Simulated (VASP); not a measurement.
Runs of VASP 6.6.1 on C. It takes space group P6_3/mmc (No. 194, hexagonal). The conventional cell has a = 2.461 Å, b = 2.461 Å, c = 6.440 Å, α = 90.00°, β = 90.00°, γ = 120.00°. C (site symmetry -6m2) has 3 C at 1.42 Å as nearest neighbours. C (site symmetry -6m2) has 3 C at 1.42 Å as nearest neighbours. The cell was built by a generator and needn't be a form met in nature.

```csv
level,potentials or basis,gap on the mesh (eV),pressure (GPa)
PBEsol,"VASP PAW PBE potentials, release 64 (C)",0.41,0.7
r2SCAN+rVV10,"VASP PAW PBE potentials, release 64 (C)",0.45,-0.8
SCAN,"VASP PAW PBE potentials, release 64 (C)",0.45,-2.0
rev-vdW-DF2,"VASP PAW PBE potentials, release 64 (C)",0.41,(a)
LDA,"VASP PAW LDA potentials, release 64 (C)",0.40,-4.6
vdW-DF,"VASP PAW PBE potentials, release 64 (C)",0.43,7.5
r2SCAN,"VASP PAW PBE potentials, release 64 (C)",0.46,-0.1
optB86b-vdW,"VASP PAW PBE potentials, release 64 (C)",0.41,(b)
```

Alike in all rows: task single point; no spin polarisation; cell as given; k mesh 16 × 16 × 4; cutoff (eV) 520; smearing fermi-dirac 0.05 eV.

Q: Fill in the values left out.

A: (a) 2.0; (b) 2.6.

Caveats: the PAW data sets were made with another functional, which shifts forces and pressure a little (some runs); this functional lacks dispersion, which binds the layers, so the pressure and a relaxed spacing across them are unreliable (some runs).

A k mesh can miss the band edges.

Runs at the PBE level aren't shown here.
